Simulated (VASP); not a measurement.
Input:

```
CELL_PARAMETERS angstrom
      3.76045     0.00000     0.00000
      0.00000     3.76045     0.00000
      0.00000     0.00000    25.54665
ATOMIC_POSITIONS crystal
  K  0.00000 0.50000 0.34350
  K  0.50000 0.00000 0.44785
  K  0.00000 0.50000 0.55215
  K  0.50000 0.00000 0.65650
  F  0.00000 0.50000 0.44745
  F  0.50000 0.00000 0.34468
  F  0.00000 0.50000 0.65532
  F  0.50000 0.00000 0.55255
```

Method: r2SCAN meta-GGA, VASP's PBE PAW potentials (set 64) (plane waves; VASP). Settings: PREC = Normal, 450 eV cut-off, 5×5×1 Γ-centred mesh, Gaussian smearing of 0.050 eV, potentials K_sv F.

**Question.** What does the run give for the energy per atom (σ→0), band gap (on the k-mesh) with the smallest direct gap where there is one?

**Answer.** 
```json
{
 "band gap (on the k-mesh)": "6.05 eV",
 "smallest direct gap (on the k-mesh)": "6.05 eV",
 "energy per atom (σ→0)": "-7.438 eV/atom"
}
```

The cell is a thin slab with vacuum, built from KF (rock salt): (100) face.
